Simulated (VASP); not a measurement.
A convergence study with VASP on WSe2 (2H layered): a few settings are varied, all else stays as given below, so the limit is that of these other settings.

```
CELL_PARAMETERS angstrom
      1.64000    -2.84056     0.00000
      1.64000     2.84056     0.00000
      0.00000     0.00000    12.96000
ATOMIC_POSITIONS crystal
  W  0.33333 0.66667 0.25000
  W  0.66667 0.33333 0.75000
  Se 0.33333 0.66667 0.87900
  Se 0.66667 0.33333 0.37900
  Se 0.66667 0.33333 0.12100
  Se 0.33333 0.66667 0.62100
```

All values below come from LDA (Ceperley-Alder, Perdew-Zunger), VASP's LDA PAW potentials (set 64) (plane waves; VASP). The last row used: 550 eV cut-off, 15×15×3 Γ-centred mesh, second-order Methfessel-Paxton smearing of 0.40 eV, potentials W_sv Se.

```csv
setting,E (eV/atom),pressure (GPa),largest force (eV/Å),irreducible k-points
"ISMEAR = -1, SIGMA = 0.01, 4×4×1 mesh",-8.0888,-2.52,0.268,4
"ISMEAR = -1, SIGMA = 0.2, 4×4×1 mesh",(withheld),-2.52,(withheld),4
"ISMEAR = 0, SIGMA = 0.01, 4×4×1 mesh",-8.0888,-2.52,0.268,4
"ISMEAR = 0, SIGMA = 0.2, 4×4×1 mesh",-8.0888,-2.52,0.268,4
"ISMEAR = 1, SIGMA = 0.01, 4×4×1 mesh",-8.0888,-2.52,0.268,4
"ISMEAR = 1, SIGMA = 0.2, 4×4×1 mesh",-8.0888,-2.52,0.268,4
"ISMEAR = 2, SIGMA = 0.01, 4×4×1 mesh",-8.0888,-2.52,0.268,4
"ISMEAR = 2, SIGMA = 0.2, 4×4×1 mesh",-8.0888,-2.52,0.268,4
"ISMEAR = -1, SIGMA = 0.05, 9×9×2 mesh",-8.0793,-2.38,0.175,24
"ISMEAR = -1, SIGMA = 0.2, 9×9×2 mesh",-8.0774,-2.35,0.167,24
"ISMEAR = 0, SIGMA = 0.05, 9×9×2 mesh",-8.0793,-2.38,0.175,24
"ISMEAR = 0, SIGMA = 0.2, 9×9×2 mesh",-8.0793,-2.38,0.175,24
"ISMEAR = 1, SIGMA = 0.05, 9×9×2 mesh",-8.0793,-2.38,0.175,24
"ISMEAR = 1, SIGMA = 0.2, 9×9×2 mesh",-8.0793,-2.38,(withheld),24
"ISMEAR = 2, SIGMA = 0.05, 9×9×2 mesh",-8.0793,-2.38,0.175,24
"ISMEAR = 2, SIGMA = 0.2, 9×9×2 mesh",-8.0793,-2.38,0.175,24
"ISMEAR = -1, SIGMA = 0.05, 15×15×3 mesh",-8.0794,-2.39,0.175,54
"ISMEAR = -1, SIGMA = 0.4, 15×15×3 mesh",-8.0507,-1.70,0.074,54
"ISMEAR = 0, SIGMA = 0.05, 15×15×3 mesh",-8.0794,-2.39,0.175,54
"ISMEAR = 0, SIGMA = 0.4, 15×15×3 mesh",-8.0792,-2.39,0.174,54
"ISMEAR = 1, SIGMA = 0.05, 15×15×3 mesh",-8.0794,-2.39,0.175,54
"ISMEAR = 1, SIGMA = 0.4, 15×15×3 mesh",-8.0798,-2.43,0.191,54
"ISMEAR = 2, SIGMA = 0.05, 15×15×3 mesh",-8.0794,-2.39,0.175,54
"ISMEAR = 2, SIGMA = 0.4, 15×15×3 mesh",-8.0794,-2.40,0.179,54
```

Question: Some entries are withheld; supply them.

Answer: 
- ISMEAR = -1, SIGMA = 0.2, 4×4×1 mesh, E (eV/atom): -8.0872
- ISMEAR = -1, SIGMA = 0.2, 4×4×1 mesh, largest force (eV/Å): 0.263
- ISMEAR = 1, SIGMA = 0.2, 9×9×2 mesh, largest force (eV/Å): 0.176

Left out are rungs that failed or repeat a setting and relaxations that didn't move; long series are thinned to 24 rows.

The compound is WSe2 in the 2H layered structure. The cell was not relaxed at this level, forces remain on its atoms.
